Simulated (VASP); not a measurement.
Output of a VASP run:

OSZICAR:
```
       N       E                     dE             d eps       ncg     rms          rms(c)
DAV:   1     0.246237842931E+03    0.24624E+03   -0.11839E+04  3541   0.278E+03
DAV:   2     0.299697173328E+02   -0.21627E+03   -0.20396E+03  3280   0.312E+02
DAV:   3    -0.462178028941E+01   -0.34591E+02   -0.33031E+02  3620   0.110E+02
DAV:   4    -0.110911491712E+02   -0.64694E+01   -0.63153E+01  5450   0.389E+01
DAV:   5    -0.114047320246E+02   -0.31358E+00   -0.31229E+00  4520   0.109E+01    0.486E+01
DAV:   6    -0.270212892366E+02   -0.15617E+02   -0.60573E+01  3281   0.113E+02    0.940E+01
DAV:   7    -0.123217443670E+02    0.14700E+02   -0.62058E+01  3084   0.454E+01    0.370E+01
DAV:   8    -0.127354192660E+02   -0.41367E+00   -0.56779E+00  3414   0.281E+01    0.218E+01
DAV:   9    -0.133390721869E+02   -0.60365E+00   -0.76600E+00  3491   0.274E+01    0.274E+01
DAV:  10    -0.128358905848E+02    0.50318E+00   -0.13462E+00  3881   0.163E+01    0.143E+01
DAV:  11    -0.129195026187E+02   -0.83612E-01   -0.21427E-01  4968   0.455E+00    0.148E+01
DAV:  12    -0.129127216887E+02    0.67809E-02   -0.35860E-02  4426   0.122E+00    0.131E+01
DAV:  13    -0.129351547326E+02   -0.22433E-01   -0.73215E-03  4210   0.135E+00    0.742E+00
DAV:  14    -0.129613509685E+02   -0.26196E-01   -0.85977E-03  4250   0.220E+00    0.279E+00
DAV:  15    -0.129579158979E+02    0.34351E-02   -0.63570E-03  4558   0.107E+00    0.213E+00
DAV:  16    -0.129569964347E+02    0.91946E-03   -0.25454E-03  4300   0.745E-01    0.435E-01
DAV:  17    -0.129579510987E+02   -0.95466E-03   -0.10643E-03  4727   0.271E-01    0.320E-01
DAV:  18    -0.129579175580E+02    0.33541E-04   -0.13045E-04  5011   0.176E-01    0.145E-01
DAV:  19    -0.129579159239E+02    0.16341E-05   -0.47786E-05  5062   0.103E-01    0.730E-02
DAV:  20    -0.129579185474E+02   -0.26235E-05   -0.32260E-05  3724   0.391E-02    0.327E-02
DAV:  21    -0.129579228743E+02   -0.43269E-05   -0.71173E-06  3655   0.357E-02    0.961E-03
DAV:  22    -0.129579221988E+02    0.67553E-06   -0.25230E-06  2560   0.125E-02
   1 F= -.12957922E+02 E0= -.12865116E+02  d E =-.185612E+00  mag=     7.4073
       N       E                     dE             ncg
       N       E                     dE             ncg
       N       E                     dE             ncg
```

OUTCAR:
```
------------------------ aborting loop because EDIFF is reached ----------------------------------------
  FORCE on cell =-STRESS in cart. coord.  units (eV):
  Direction    XX          YY          ZZ          XY          YZ          ZX
  --------------------------------------------------------------------------------------
  Total        0.4459484      0.4459484      1.0767407     -0.0000000      0.0000000      0.0000000
  in kB       11.4541320     11.4541325     27.6559584     -0.0000000      0.0000000      0.0000000
  external PRESSURE =      16.8547410 kB  Pullay stress =       0.0000000 kB
  volume of cell :       62.38
      direct lattice vectors                 reciprocal lattice vectors
     1.790000000 -3.100371000  0.000000000     0.279329609 -0.161271022  0.000000000
     1.790000000  3.100371000  0.000000000     0.279329609  0.161271022  0.000000000
     0.000000000  0.000000000  5.620000000     0.000000000  0.000000000  0.177935943
 POSITION                                       TOTAL-FORCE (eV/Angst)
 -----------------------------------------------------------------------------------
      1.79000      1.03346      1.40500        -0.000000     -0.000000      0.000000
      1.79000     -1.03346      4.21500         0.000000      0.000000      0.000000
 -----------------------------------------------------------------------------------
    total drift:                               -0.000347      0.002071     -0.000013
  FREE ENERGIE OF THE ION-ELECTRON SYSTEM (eV)
  ---------------------------------------------------
  free  energy   TOTEN  =       -12.9579221988 eV

  energy  without entropy=      -12.7723098952  energy(sigma->0) =      -12.86511605

 total charge

# of ion       s       p       d       f       tot
--------------------------------------------------
    1        2.123   5.694   0.420  10.317  18.553
    2        2.123   5.694   0.420  10.317  18.553
--------------------------------------------------
tot          4.245  11.388   0.839  20.633  37.105

 magnetization (x)

# of ion       s       p       d       f       tot
--------------------------------------------------
    1        0.005  -0.014   0.069   3.468   3.527
    2        0.005  -0.014   0.069   3.468   3.527
--------------------------------------------------
tot          0.010  -0.029   0.139   6.935   7.055
```
(Selected blocks of OUTCAR.)

File POSCAR:
```
Ho
1
    1.7900000000    -3.1003710000     0.0000000000
    1.7900000000     3.1003710000     0.0000000000
    0.0000000000     0.0000000000     5.6200000000
Ho
2
Direct
  0.3333330000   0.6666670000   0.2500000000
  0.6666670000   0.3333330000   0.7500000000
```

Q: Reconstruct the remaining input files.

A: One answer among several that fit: the input of the run itself, PBE GGA, plane waves, VASP's PBE PAW potentials (set 64).

INCAR:
```
SYSTEM = Ho
PREC = Accurate
ENCUT = 300
EDIFF = 1E-6
NELM = 100
ALGO = Normal
LREAL = .FALSE.
LASPH = .TRUE.
ISMEAR = 0
SIGMA = 0.2
GGA = PE
LMAXMIX = 6
LWAVE = .FALSE.
LCHARG = .FALSE.
ISIF = 2
ISPIN = 2
MAGMOM = 4.0 4.0
LORBIT = 11
```

KPOINTS_OPT:
```
k-points along high-symmetry lines
6
Line-mode
Reciprocal
  0.000000   0.000000   0.000000 ! GAMMA
  0.000000   0.500000   0.000000 ! M

  0.000000   0.500000   0.000000 ! M
 -0.333333   0.666667   0.000000 ! K

 -0.333333   0.666667   0.000000 ! K
  0.000000   0.000000   0.000000 ! GAMMA

  0.000000   0.000000   0.000000 ! GAMMA
  0.000000   0.000000   0.500000 ! A

  0.000000   0.000000   0.500000 ! A
  0.000000   0.500000   0.500000 ! L

  0.000000   0.500000   0.500000 ! L
 -0.333333   0.666667   0.500000 ! H

 -0.333333   0.666667   0.500000 ! H
  0.000000   0.000000   0.500000 ! A

  0.000000   0.500000   0.500000 ! L
  0.000000   0.500000   0.000000 ! M

 -0.333333   0.666667   0.500000 ! H
 -0.333333   0.666667   0.000000 ! K
```

KPOINTS:
```
Automatic mesh
0
Gamma
7 7 4
0 0 0
```

POTCAR, in this order: Ho (PBE.64 set). Program: vasp_std.

At this cut-off the stress carries a Pulay error, which pulls relaxed volumes low.

The structure is a typed Ho crystal. The cell was not relaxed at this level.
